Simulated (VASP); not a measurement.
# GaN: time-dependent DFT spectra, part 2 of 3

Aim: the absorption of GaN from time-dependent DFT with and without exact exchange. The cell is of the wurtzite type, one of the forms listed for this formula. The start is a cell from a database of measured crystal structures.

VASP 6.6.1, plane waves and PAW; the level of theory is named at each step.

So far. Step 3 (Empty bands, functional LDA): WAVECAR now holds 40 bands for 36 electrons. Its independent-particle dielectric tensor has xx, yy, zz = 6.3, 6.3, 6.2 on this mesh, which isn't tested for convergence in mesh or bands and lacks local fields.

The database entry behind the starting cell differs from later determinations by our own check (about 0.3 % short, ideal inner coordinate), so it need not match the best structure at ambient conditions.

## 4. Casida equation on LDA

This step: time-dependent LDA, Casida form; plane waves and PAW (Ga_d, N) (VASP 6.6.1).

The Casida equation, in the Tamm-Dancoff approximation (ANTIRES = 0), couples the pairs by a local exchange-correlation kernel; a semilocal kernel is short-ranged. On this coarse mesh the spectra break into peaks of single stars of k points, and those at the smallest gap weigh too much.

The input, INCAR:

```
SYSTEM = GaN
PREC = Accurate
ENCUT = 420
ISMEAR = 0
SIGMA = 0.01
LREAL = .FALSE.
GGA = CA
NBANDS = 40
ALGO = TDHF
NBANDSO = 5
NBANDSV = 5
OMEGAMAX = 25
NEDOS = 1000
CSHIFT = 0.1
PRECFOCK = Fast
LWAVE = .FALSE.
LCHARG = .FALSE.
ANTIRES = 0
LFXC = .TRUE.
LADDER = .FALSE.
```

The input, POSCAR:

```
GaN
1.0
    3.1800000000      0.0000000000      0.0000000000
   -1.5900000000      2.7539607840      0.0000000000
    0.0000000000      0.0000000000      5.1660000000
Ga N
2 2
Direct
    0.6666666667      0.3333333333      0.5000000000
    0.3333333333      0.6666666667      0.0000000000
    0.6666666667      0.3333333333      0.8750000000
    0.3333333333      0.6666666667      0.3750000000
```

The input, KPOINTS:

```
Automatic mesh
0
Gamma
6 6 4
0 0 0
```

The projector-augmented-wave data sets are Ga_d and N (PBE family, release 64).

Started as:

```bash
mpirun -np 8 vasp_std
```

Output:

```text
[banner, memory and clock lines left out]
running    8 mpi-ranks, on    1 nodes
 distrk:  each k-point on    8 cores,    1 groups
 distr:  one band on    1 cores,    8 groups

 POSCAR found type information on POSCAR GaN
 POSCAR found :  2 types and       4 ions
|                                                                             |
|           W    W    AA    RRRRR   N    N  II  N    N   GGGG   !!!           |
|           W    W   A  A   R    R  NN   N  II  NN   N  G    G  !!!           |
|           W    W  A    A  R    R  N N  N  II  N N  N  G       !!!           |
|           W WW W  AAAAAA  RRRRR   N  N N  II  N  N N  G  GGG   !            |
|           WW  WW  A    A  R   R   N   NN  II  N   NN  G    G                |
|           W    W  A    A  R    R  N    N  II  N    N   GGGG   !!!           |
|                                                                             |
|     For optimal performance we recommend to set                             |
|       NCORE = 2 up to number-of-cores-per-socket                            |
|     NCORE specifies how many cores store one orbital (NPAR=cpu/NCORE).      |
|     This setting can greatly improve the performance of VASP for DFT.       |
|     The default, NCORE=1 might be grossly inefficient on modern             |
|     multi-core architectures or massively parallel machines. Do your        |
|     Unfortunately you need to use the default for GW and RPA                |
|     calculations (for HF NCORE is supported but not extensively tested      |
|     yet).                                                                   |
|                                                                             |

|                                                                             |
|               ----> ADVICE to this user running VASP <----                  |
|                                                                             |
|     You enforced a specific xc type in the INCAR file but a different       |
|     [... a line on the potential file left out ...]
|     I HOPE YOU KNOW WHAT YOU ARE DOING!                                     |
|                                                                             |

|                                                                             |
|           W    W    AA    RRRRR   N    N  II  N    N   GGGG   !!!           |
|           W    W   A  A   R    R  NN   N  II  NN   N  G    G  !!!           |
|           W    W  A    A  R    R  N N  N  II  N N  N  G       !!!           |
|           W WW W  AAAAAA  RRRRR   N  N N  II  N  N N  G  GGG   !            |
|           WW  WW  A    A  R   R   N   NN  II  N   NN  G    G                |
|           W    W  A    A  R    R  N    N  II  N    N   GGGG   !!!           |
|                                                                             |
|     The default for ENCUTGWSOFT is different in this version of VASP.       |
|     please manually set ENCUTGWSOFT =280 in the INCAR file.                 |
|                                                                             |

 LDA part: xc-table for (Slater(with rela. corr.)+CA(PZ))
 , standard interpolation
 found WAVECAR, reading the header
 POSCAR, INCAR and KPOINTS ok, starting setup
 FFT: planning ... GRIDC
 FFT: planning ... GRID_SOFT
 FFT: planning ... GRID
 reading WAVECAR
 the WAVECAR file was read successfully
 initial charge from wavefunction
 available memory per node:    130.80 GB, setting MAXMEM to    133934

 The Fermi energy was updated, please check that it is located mid-gap
 values below the HOMO (VB) or above the LUMO (CB) will cause erroneous energies
 E-fermi :   6.0851

 the WAVEDER file was read successfully
 responsefunction array rank=     496
 LDA part: xc-table for (Slater(with rela. corr.)+CA(PZ))
 , standard interpolation

 min. memory requirement per mpi rank     82.1 MB, per node    656.9 MB

 Doing            0  frequencies on each core in blocks of            0
 parallelization over k-points
 Using distributed matrix
 Using distributed eigensolver
 allocating two-electron 4 orbital integral table    5    5    5    5
 BSE setting up matrix
 available memory per node:    130.73 GB, setting MAXMEM to    133870
 Calculate matrix elements of the BSE Hamiltonian:
 Workload is divided into blocks of two-electron 4 orbital integrals computed in
  parallel.
 Each block/integral has dimensions  of (   5,   5,   5,   5) orbitals
 Total number of blocks/integrals:                10440
 Number of spins:                                     1
 Number of kpoints:                                 144
 Spin channel:                                        1
  Number of blocks of unoccupied bands:               1
  Number of blocks of occupied bands:                 1
 Number of rows/columns of blocks:                  144

                                                        Time (sec)
               Integrals                 Ranks       Real         CPU
  [         1 -       1152/     10440]     8         0.45        0.00
  [      1153 -       2304/     10440]     8         0.88        0.00
  [      2305 -       3456/     10440]     8         1.44        0.00
  [      3457 -       4608/     10440]     8         1.91        0.00
  [      4609 -       5760/     10440]     8         2.34        0.00
  [      5761 -       6912/     10440]     8         2.79        0.00
  [      6913 -       8064/     10440]     8         3.28        0.00
  [      8065 -       9216/     10440]     8         3.75        0.00
  [      9217 -      10368/     10440]     8         4.21        0.00
  [     10369 -      10440/     10440]     8         4.27        0.00

 BSE redistributing all elements
 BSE diagonalizing matrix PDSYEVX_ZHEEVX_DESC
 BSE calculating oscillator strength
```

Wall time 11 s (8 MPI ranks of Intel Xeon Platinum 8559C (Emerald Rapids), shared host); peak memory 2.1 GiB; 78 s of CPU time.

Parts of OUTCAR (step 4):

```text
 Found     21 irreducible k-points:

   k-points           NKPTS =     21   k-points in BZ     NKDIM =    144   number of bands    NBANDS=     40

   NELECT =      36.0000    total number of electrons

 E-fermi :   6.0851

[... 8 parts as in an earlier step ...]
```

This step gave:

```
lowest excitation : 1.979 eV
```

The imaginary dielectric function has structure finer than the step of the table below, so its rows give means over 0.5 eV, whole bins alone (the curve runs from 0 to 25 eV). Peaks (eV: height): xx 5.56: 7.22, 6.51: 10.2, 7.06: 10.3, 7.81: 9.98, 9.38: 7.06, 10.26: 5.68, 11.14: 6.29; zz 5.56: 7.77, 5.93: 13.1, 7.06: 17.2, 7.43: 8.97, 7.88: 8.37, 9.71: 6.94, 11.14: 7.41.

From 5 filled and 5 empty bands alone, without any pair above OMEGAMAX = 25 eV, so strength is missing wherever others contribute; lines are broadened by CSHIFT, which also makes the tail under the first line. The imaginary dielectric function by photon energy; means over each step:

```csv
photon energy (eV),xx,zz
0.5,0.0260,0.0245
1.0,0.0728,0.0670
1.5,0.317,0.254
2.0,2.44,2.62
2.5,0.353,0.427
3.0,0.728,0.235
3.5,2.24,1.08
4.0,1.07,2.87
4.5,2.66,1.75
5.0,2.90,2.24
5.5,5.86,4.57
6.0,4.95,8.46
6.5,8.51,5.19
7.0,7.51,11.6
7.5,6.91,6.63
8.0,8.06,5.80
8.5,4.68,4.38
9.0,4.15,3.18
9.5,6.36,5.49
10.0,4.74,4.19
10.5,4.54,5.48
11.0,5.63,6.49
11.5,3.53,4.37
12.0,2.33,2.22
12.5,1.06,1.19
13.0,0.632,0.545
13.5,0.435,0.674
14.0,0.261,0.358
14.5,0.213,0.279
15.0,0.136,0.314
15.5,0.0903,0.117
16.0,0.0378,0.0433
16.5,0.0278,0.0297
17.0,0.0220,0.0238
17.5,0.0186,0.0205
18.0,0.0160,0.0172
18.5,0.0140,0.0147
19.0,0.0123,0.0129
19.5,0.0109,0.0114
20.0,0.00979,0.0102
20.5,0.00881,0.00912
21.0,0.00796,0.00826
21.5,0.00724,0.00748
22.0,0.00659,0.00680
22.5,0.00604,0.00621
23.0,0.00555,0.00570
23.5,0.00511,0.00526
24.0,0.00472,0.00486
24.5,0.00437,0.00447
```

The lowest excitation lies at 1.979 eV, +5 meV against the direct gap of these orbitals. Peak heights aren't converged with the mesh, least of all at the onset.

## 5. Random-phase approximation on LDA

This step: RPA spectrum on LDA; plane waves and PAW (Ga_d, N) (VASP 6.6.1).

With the exchange-correlation kernel off, only the local fields remain: the random-phase approximation.

INCAR, as its differences from that of step 4:

```diff
@@ -18,3 +18,3 @@
 ANTIRES = 0
-LFXC = .TRUE.
+LFXC = .FALSE.
 LADDER = .FALSE.
```

POSCAR is that of step 4.

KPOINTS is that of step 4.

Started as:

```bash
mpirun -np 8 vasp_std
```

Output:

```text
[banner, memory and clock lines left out]
 LDA part: xc-table for (Slater(with rela. corr.)+CA(PZ))
 , standard interpolation
 found WAVECAR, reading the header
 POSCAR, INCAR and KPOINTS ok, starting setup
 FFT: planning ... GRIDC
 FFT: planning ... GRID_SOFT
 FFT: planning ... GRID
 reading WAVECAR
 the WAVECAR file was read successfully
 initial charge from wavefunction
 available memory per node:    130.63 GB, setting MAXMEM to    133767

 Doing            0  frequencies on each core in blocks of            0
 parallelization over k-points
 Using distributed matrix
 Using distributed eigensolver
 allocating two-electron 4 orbital integral table    5    5    5    5
 BSE setting up matrix
 available memory per node:    130.56 GB, setting MAXMEM to    133695
 Calculate matrix elements of the BSE Hamiltonian:
 Workload is divided into blocks of two-electron 4 orbital integrals computed in
  parallel.
 Each block/integral has dimensions  of (   5,   5,   5,   5) orbitals
 Total number of blocks/integrals:                10440
 Number of spins:                                     1
 Number of kpoints:                                 144
 Spin channel:                                        1
  Number of blocks of unoccupied bands:               1
  Number of blocks of occupied bands:                 1
 Number of rows/columns of blocks:                  144

                                                        Time (sec)
               Integrals                 Ranks       Real         CPU
  [         1 -       1152/     10440]     8         0.48        0.00
  [      1153 -       2304/     10440]     8         0.96        0.00
  [      2305 -       3456/     10440]     8         1.45        0.00
  [      3457 -       4608/     10440]     8         1.99        0.00
  [      4609 -       5760/     10440]     8         2.56        0.00
  [      5761 -       6912/     10440]     8         3.10        0.00
  [      6913 -       8064/     10440]     8         3.64        0.00
  [      8065 -       9216/     10440]     8         4.09        0.00
  [      9217 -      10368/     10440]     8         4.55        0.00
  [     10369 -      10440/     10440]     8         4.61        0.00

[... 8 parts as in an earlier step ...]
```

It took 11 s on 8 MPI ranks; peak memory 2.1 GiB.

OUTCAR, selected parts (step 5):

```text
   NELECT =      36.0000    total number of electrons

 E-fermi :   6.0851

[... 9 parts as in an earlier step ...]

[... 1 further part left out ...]
```

This step gave:

```
lowest excitation : 1.982 eV
```

The imaginary dielectric function has structure finer than the step of the table below, so its rows give means over 0.5 eV, whole bins alone (the curve runs from 0 to 25 eV). Peaks (eV: height): xx 5.56: 6.78, 6.51: 9.84, 7.06: 10.3, 7.88: 9.89, 9.71: 7.29, 10.26: 5.89, 11.21: 6.84; zz 3.88: 5.59, 5.93: 11.6, 7.06: 16.8, 7.51: 8.70, 7.93: 8.86, 9.71: 6.65, 11.21: 8.21.

From 5 filled and 5 empty bands alone, without any pair above OMEGAMAX = 25 eV, so strength is missing wherever others contribute; lines are broadened by CSHIFT, which also makes the tail under the first line. Imaginary dielectric function against photon energy; means over each step:

```csv
photon energy (eV),xx,zz
0.5,0.0249,0.0234
1.0,0.0697,0.0641
1.5,0.303,0.243
2.0,2.37,2.54
2.5,0.339,0.415
3.0,0.668,0.219
3.5,2.07,0.948
4.0,1.00,2.70
4.5,2.36,1.50
5.0,2.60,2.08
5.5,5.37,3.86
6.0,4.37,7.74
6.5,8.02,4.64
7.0,7.31,11.5
7.5,6.71,6.81
8.0,8.33,6.12
8.5,5.03,4.59
9.0,4.11,3.30
9.5,6.32,5.36
10.0,4.94,4.29
10.5,4.82,5.23
11.0,5.99,6.84
11.5,4.08,5.17
12.0,2.82,2.83
12.5,1.28,1.43
13.0,0.739,0.661
13.5,0.524,0.758
14.0,0.297,0.412
14.5,0.247,0.300
15.0,0.153,0.378
15.5,0.102,0.139
16.0,0.0412,0.0529
16.5,0.0298,0.0327
17.0,0.0234,0.0256
17.5,0.0196,0.0212
18.0,0.0169,0.0182
18.5,0.0147,0.0162
19.0,0.0129,0.0136
19.5,0.0115,0.0120
20.0,0.0102,0.0107
20.5,0.00919,0.00957
21.0,0.00828,0.00860
21.5,0.00754,0.00778
22.0,0.00687,0.00710
22.5,0.00628,0.00647
23.0,0.00576,0.00594
23.5,0.00531,0.00545
24.0,0.00489,0.00501
24.5,0.00453,0.00465
```

The lowest excitation lies at 1.982 eV, +8 meV against the direct gap of these orbitals. Peak heights aren't converged with the mesh, least of all at the onset.

## 6. Orbitals for ground state at HSE06

This step: LDA; plane waves and PAW (Ga_d, N) (VASP 6.6.1).

A hybrid converges faster from good orbitals, so a cheap LDA run writes WAVECAR first.

The input, INCAR:

```
SYSTEM = GaN
PREC = Accurate
ENCUT = 420
EDIFF = 1E-05
NELM = 100
ISMEAR = 0
SIGMA = 0.01
LREAL = .FALSE.
ALGO = Normal
GGA = CA
NBANDS = 24
LORBIT = 11
LWAVE = .TRUE.
LCHARG = .FALSE.
KPAR = 8
```

POSCAR is that of step 5.

KPOINTS is that of step 5.

Started as:

```bash
mpirun -np 8 vasp_std
```

Output:

```text
[banner, memory and clock lines left out]
running    8 mpi-ranks, on    1 nodes
 distrk:  each k-point on    1 cores,    8 groups
 distr:  one band on    1 cores,    1 groups

 POSCAR found type information on POSCAR GaN
 POSCAR found :  2 types and       4 ions
 [... a notice as in an earlier step ...]

 [... a notice as in an earlier step ...]

 LDA part: xc-table for (Slater(with rela. corr.)+CA(PZ))
 , standard interpolation
 POSCAR, INCAR and KPOINTS ok, starting setup
 FFT: planning ... GRIDC
 FFT: planning ... GRID_SOFT
 FFT: planning ... GRID
 WAVECAR not read
 entering main loop
       N       E                     dE             d eps       ncg     rms          rms(c)
[... 12 cycles as in an earlier step ...]
DAV:  13    -0.280152144577E+02   -0.10252E-04   -0.40878E-06   584   0.219E-02    0.834E-02
DAV:  14    -0.280152940934E+02   -0.79636E-04   -0.99597E-05  1104   0.864E-02    0.147E-01
DAV:  15    -0.280153337189E+02   -0.39625E-04   -0.32499E-05   872   0.411E-02    0.184E-01
DAV:  16    -0.280152697592E+02    0.63960E-04   -0.26910E-05   896   0.712E-02    0.146E-01
DAV:  17    -0.280152010132E+02    0.68746E-04   -0.10020E-04  1216   0.906E-02    0.735E-02
DAV:  18    -0.280151862823E+02    0.14731E-04   -0.61407E-05  1336   0.540E-02    0.183E-02
DAV:  19    -0.280151855329E+02    0.74939E-06   -0.63929E-06   648   0.214E-02
   1 F= -.28015186E+02 E0= -.28015186E+02  d E =-.181731E-68
 writing wavefunctions
```

Wall time 3.8 s (8 MPI ranks); peak memory 1.2 GiB; 23 s of CPU time.

Parts of OUTCAR (step 6):

```text
   NELECT =      36.0000    total number of electrons

 E-fermi :   5.2204

 k-point     1 :       0.0000    0.0000    0.0000
  band No.  band energies     occupation
    ...
     14       4.0197      2.00000
     15       4.0197      2.00000
     16       5.0351      2.00000
     17       5.0984      2.00000
     18       5.0984      2.00000
     19       7.0723      0.00000
     20       9.2964      0.00000
     21      14.1930      0.00000
     22      14.8359      0.00000
     23      14.8359      0.00000
    ...

  Total       -1.8653274     -1.8653274     -1.2687033      0.0000000      0.0000000      0.0000000
  in kB      -66.0581466    -66.0581466    -44.9294769      0.0000000      0.0000000      0.0000000
  external PRESSURE =     -59.0152567 kB  Pullay stress =       0.0000000 kB

 POSITION                                       TOTAL-FORCE (eV/Angst)
 -----------------------------------------------------------------------------------
      1.59000      0.91799      2.58300         0.000000     -0.000000     -0.127075
     -0.00000      1.83597      0.00000        -0.000000      0.000000     -0.127075
      1.59000      0.91799      4.52025         0.000000      0.000000      0.127075
     -0.00000      1.83597      1.93725        -0.000000     -0.000000      0.127075
 -----------------------------------------------------------------------------------
    total drift:                               -0.000001     -0.000001     -0.000198

  FREE ENERGIE OF THE ION-ELECTRON SYSTEM (eV)
  ---------------------------------------------------
  free  energy   TOTEN  =       -28.0151855329 eV

  energy  without entropy=      -28.0151855329  energy(sigma->0) =      -28.01518553

[... 10 parts as in an earlier step ...]

[... 7 further parts left out ...]
```

This step gave:

```
pressure : -5.902 GPa
```

The run ends at a pressure of -5.90 GPa, with forces up to 0.13 eV/Å.

(Continued in part 3 of 3.)

[Lines on the potential files, build, host, timing and source positions are cut from VASP's logs without a mark.]

[Logs are printed without paths, hosts, clocks, repeated set-up lines and the standing remarks that a program may print on its own settings, such as how far it seeks lower states.]

[Hosts, paths, dates, database ids (printed as entryN), source tags and the programs' standing remarks are cut or masked in the printed files.]

[Pressures printed for these runs are not shown converged in the cutoff: they can be off by several GPa and have the wrong sign.]
